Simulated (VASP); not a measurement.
Calculation: revPBE GGA, VASP's PBE PAW potentials (set 64) (plane waves; VASP).

A VASP calculation is set up with these files.

**INCAR**
```
LCHARG=F
IBRION=2
LWAVE=F
SIGMA=0.05   # width (eV)
GGA=RE   # revPBE
ISMEAR=0
ALGO=Normal   # blocked Davidson
EDIFF=1E-6   # SCF stop (eV)
NELM=100
PREC=Accurate
LMAXMIX=4   # l cut-off of mixed one-centre charges
EDIFFG=-0.01   # ionic stop
ENCUT=520   # plane-wave cut-off (eV)
SYSTEM=NaI
LASPH=T
LREAL=F   # projection in real space or not
ISIF=3   # ions, shape and volume
NSW=60
```

File KPOINTS:
```
kpoints
0
Gamma
6 6 6
0 0 0
```

POSCAR:
```
NaI
1
   -0.0000000000     3.3413732343     3.3413732343
    3.3413732343    -0.0000000000     3.3413732343
    3.3413732343     3.3413732343    -0.0000000000
Na I
1 1
Direct
  0.0000000000   0.0000000000   0.0000000000
  0.5000000000   0.5000000000   0.5000000000
```

POTCAR, in this order: Na_pv I (PBE.64 set). Program: vasp_std.

Output

File OSZICAR:
```
       N       E                     dE             d eps       ncg     rms          rms(c)
DAV:   1     0.793627674891E+02    0.79363E+02   -0.66941E+03   352   0.111E+03
DAV:   2     0.113928193764E+01   -0.78223E+02   -0.74130E+02   390   0.230E+02
DAV:   3    -0.496409193910E+01   -0.61034E+01   -0.60753E+01   427   0.673E+01
DAV:   4    -0.513271266617E+01   -0.16862E+00   -0.16851E+00   397   0.121E+01
DAV:   5    -0.513840245946E+01   -0.56898E-02   -0.56896E-02   419   0.227E+00    0.178E+00
DAV:   6    -0.506531489544E+01    0.73088E-01   -0.11183E-01   406   0.193E+00    0.125E+00
DAV:   7    -0.506022167967E+01    0.50932E-02   -0.10577E-01   397   0.190E+00    0.683E-01
DAV:   8    -0.506593842141E+01   -0.57167E-02   -0.13164E-02   355   0.974E-01    0.193E-01
DAV:   9    -0.506587184083E+01    0.66581E-04   -0.24981E-04   388   0.148E-01    0.695E-02
DAV:  10    -0.506594267246E+01   -0.70832E-04   -0.11647E-04   385   0.106E-01    0.786E-03
DAV:  11    -0.506595068364E+01   -0.80112E-05   -0.11612E-05   382   0.295E-02    0.311E-03
DAV:  12    -0.506595235362E+01   -0.16700E-05   -0.30577E-06   376   0.163E-02    0.125E-03
DAV:  13    -0.506595269708E+01   -0.34346E-06   -0.30200E-07   320   0.447E-03
   1 F= -.50659527E+01 E0= -.50659527E+01  d E =-.506595E+01
```

### OUTCAR
```
------------------------ aborting loop because EDIFF is reached ----------------------------------------
  FORCE on cell =-STRESS in cart. coord.  units (eV):
  Direction    XX          YY          ZZ          XY          YZ          ZX
  --------------------------------------------------------------------------------------
  Total       -0.0006569     -0.0006569     -0.0006569      0.0000000      0.0000000     -0.0000000
  in kB       -0.0141064     -0.0141064     -0.0141064      0.0000000      0.0000000     -0.0000000
  external PRESSURE =      -0.0141064 kB  Pullay stress =       0.0000000 kB
  volume of cell :       74.61
      direct lattice vectors                 reciprocal lattice vectors
     0.000000000  3.341373234  3.341373234    -0.149639075  0.149639075  0.149639075
     3.341373234  0.000000000  3.341373234     0.149639075 -0.149639075  0.149639075
     3.341373234  3.341373234  0.000000000     0.149639075  0.149639075 -0.149639075
  FREE ENERGIE OF THE ION-ELECTRON SYSTEM (eV)
  ---------------------------------------------------
  free  energy   TOTEN  =        -5.0659526971 eV

  energy  without entropy=       -5.0659526971  energy(sigma->0) =       -5.06595270

 reached required accuracy - stopping structural energy minimisation
```
(Selected blocks of OUTCAR.)

The compound is NaI in the rock salt structure. It was relaxed first, which changed the volume by +10 %. The start is the result of an earlier pass.
